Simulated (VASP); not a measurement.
Output of a VASP run:

OSZICAR:
```
       N       E                     dE             d eps       ncg     rms          rms(c)
DAV:   1     0.428572045781E+03    0.42857E+03   -0.23406E+04  1000   0.205E+03
DAV:   2    -0.138849749297E+02   -0.44246E+03   -0.43361E+03  1194   0.509E+02
DAV:   3    -0.487300566097E+02   -0.34845E+02   -0.34704E+02  1197   0.155E+02
DAV:   4    -0.495590574206E+02   -0.82900E+00   -0.82768E+00  1704   0.215E+01
DAV:   5    -0.495666686824E+02   -0.76113E-02   -0.76076E-02  1264   0.168E+00    0.115E+01
DAV:   6    -0.390529504029E+02    0.10514E+02   -0.46325E+00  1554   0.403E+01    0.802E+00
DAV:   7    -0.367861746805E+02    0.22668E+01   -0.31688E+00  1626   0.196E+01    0.374E+00
DAV:   8    -0.416819650757E+02   -0.48958E+01   -0.16356E+00  1412   0.253E+01    0.147E+00
DAV:   9    -0.360488334943E+02    0.56331E+01   -0.11388E+00  1489   0.187E+01    0.125E+00
DAV:  10    -0.369958088981E+02   -0.94698E+00   -0.59461E-01  1022   0.664E+00    0.434E-01
DAV:  11    -0.369557129948E+02    0.40096E-01   -0.25366E-02  1149   0.236E+00    0.166E-01
DAV:  12    -0.369985118028E+02   -0.42799E-01   -0.11594E-02  1069   0.167E+00    0.788E-02
DAV:  13    -0.370030890733E+02   -0.45773E-02   -0.29541E-03  1463   0.839E-01    0.301E-02
DAV:  14    -0.370025819684E+02    0.50710E-03   -0.72078E-04  1132   0.289E-01    0.369E-02
DAV:  15    -0.370018663966E+02    0.71557E-03   -0.18928E-04  1627   0.554E-01    0.200E-02
DAV:  16    -0.370034305100E+02   -0.15641E-02   -0.53334E-04  1067   0.324E-01    0.196E-02
DAV:  17    -0.370034317211E+02   -0.12111E-05   -0.35034E-05  1304   0.957E-02    0.140E-02
DAV:  18    -0.370034418160E+02   -0.10095E-04   -0.61404E-06  1402   0.540E-02    0.762E-03
DAV:  19    -0.370034460597E+02   -0.42437E-05   -0.51702E-06  1052   0.427E-02    0.504E-03
DAV:  20    -0.370034498519E+02   -0.37922E-05   -0.19718E-06  1334   0.389E-02    0.120E-03
DAV:  21    -0.370034497499E+02    0.10201E-06   -0.96832E-07  1124   0.125E-02    0.127E-03
DAV:  22    -0.370034498841E+02   -0.13421E-06   -0.65617E-08   758   0.478E-03    0.761E-04
DAV:  23    -0.370034501953E+02   -0.31114E-06   -0.37518E-08   702   0.233E-03    0.662E-04
DAV:  24    -0.370034504558E+02   -0.26058E-06   -0.51685E-09   527   0.240E-03    0.359E-04
DAV:  25    -0.370034506399E+02   -0.18409E-06   -0.65221E-09   527   0.279E-03    0.117E-04
DAV:  26    -0.370034506363E+02    0.36634E-08   -0.39392E-09   527   0.104E-03
   1 F= -.37003451E+02 E0= -.37003451E+02  d E =0.000000E+00
       N       E                     dE             ncg
       N       E                     dE             ncg
       N       E                     dE             ncg
```

**OUTCAR**
```
------------------------ aborting loop because EDIFF is reached ----------------------------------------
  FORCE on cell =-STRESS in cart. coord.  units (eV):
  Direction    XX          YY          ZZ          XY          YZ          ZX
  --------------------------------------------------------------------------------------
  Total        0.0678002      0.0678002      0.0678002      0.0000000     -0.0000000      0.0000000
  in kB        1.6586953      1.6586953      1.6586953      0.0000000     -0.0000000      0.0000000
  external PRESSURE =       1.6586953 kB  Pullay stress =       0.0000000 kB
  volume of cell :       65.49
      direct lattice vectors                 reciprocal lattice vectors
     4.030803520  0.000000000  0.000000000     0.248089493  0.000000000  0.000000000
     0.000000000  4.030803520  0.000000000     0.000000000  0.248089493  0.000000000
     0.000000000  0.000000000  4.030803520     0.000000000  0.000000000  0.248089493
 POSITION                                       TOTAL-FORCE (eV/Angst)
 -----------------------------------------------------------------------------------
      0.00000      0.00000      0.00000         0.000000      0.000000      0.000000
      2.01540      2.01540      2.01540         0.000000      0.000000      0.000000
      2.01540      0.00000      2.01540         0.000000      0.000000      0.000000
      0.00000      2.01540      2.01540         0.000000      0.000000      0.000000
      2.01540      2.01540      0.00000         0.000000      0.000000      0.000000
 -----------------------------------------------------------------------------------
    total drift:                                0.000000      0.000000     -0.000000
  FREE ENERGIE OF THE ION-ELECTRON SYSTEM (eV)
  ---------------------------------------------------
  free  energy   TOTEN  =       -37.0034506363 eV

  energy  without entropy=      -37.0034506363  energy(sigma->0) =      -37.00345064

 total charge

# of ion       s       p       d       tot
------------------------------------------
    1        1.956   5.680   0.022   7.658
    2        0.323   0.370   9.975  10.669
    3        1.737   4.393   0.000   6.130
    4        1.737   4.393   0.000   6.130
    5        1.737   4.393   0.000   6.130
--------------------------------------------------
tot          7.489  19.229   9.997  36.715

 Electric field gradients after diagonalization (V/A^2)
 (convention: |V_zz| > |V_xx| > |V_yy|)
----------------------------------------------------------------------
 ion       V_xx      V_yy      V_zz     asymmetry (V_yy - V_xx)/ V_zz
----------------------------------------------------------------------
   1       0.000    -0.000    -0.000       0.591
   2      -0.000    -0.000    -0.000      -0.320
   3     -45.942   -45.942    91.884       0.000
   4     -45.942   -45.942    91.884       0.000
   5     -45.942   -45.942    91.884       0.000
```
(Selected blocks of OUTCAR.)

### POSCAR
```
KZnF3
1
    4.0308035200    -0.0000000000    -0.0000000000
   -0.0000000000     4.0308035200    -0.0000000000
    0.0000000000     0.0000000000     4.0308035200
K Zn F
1 1 3
Direct
  0.0000000000   0.0000000000   0.0000000000
  0.5000000000   0.5000000000   0.5000000000
  0.5000000000   0.0000000000   0.5000000000
  0.0000000000   0.5000000000   0.5000000000
  0.5000000000   0.5000000000   0.0000000000
```

Question: Write an INCAR and KPOINTS that could have produced this output.

Answer: One answer among several that fit: the input of the run itself, r2SCAN+rVV10, plane waves, VASP's PBE PAW potentials (set 64).

INCAR:
```
SYSTEM = KZnF3
PREC = Accurate
ENCUT = 520
EDIFF = 1E-7
NELM = 100
ALGO = Normal
LREAL = .FALSE.
LASPH = .TRUE.
ISMEAR = -5
METAGGA = R2SCAN
LUSE_VDW = .TRUE.
BPARAM = 11.95
CPARAM = 0.0093
LMIXTAU = .TRUE.
LMAXMIX = 4
LWAVE = .FALSE.
LCHARG = .FALSE.
LORBIT = 11
NEDOS = 601
ISIF = 2
LEFG = .TRUE.
```

### KPOINTS
```
Automatic mesh
0
G
6 6 6
```

### KPOINTS_OPT
```
k-points along high-symmetry lines
10
Line-mode
Reciprocal
  0.000000   0.000000   0.000000 ! GAMMA
  0.000000   0.500000   0.000000 ! X

  0.000000   0.500000   0.000000 ! X
  0.500000   0.500000   0.000000 ! M

  0.500000   0.500000   0.000000 ! M
  0.000000   0.000000   0.000000 ! GAMMA

  0.000000   0.000000   0.000000 ! GAMMA
  0.500000   0.500000   0.500000 ! R

  0.500000   0.500000   0.500000 ! R
  0.000000   0.500000   0.000000 ! X

  0.500000   0.500000   0.500000 ! R
  0.500000   0.500000   0.000000 ! M
```

POTCAR, in this order: K_sv Zn F (PBE.64 set). Program: vasp_std.

The compound is KZnF3 in the cubic perovskite structure. It was relaxed first.
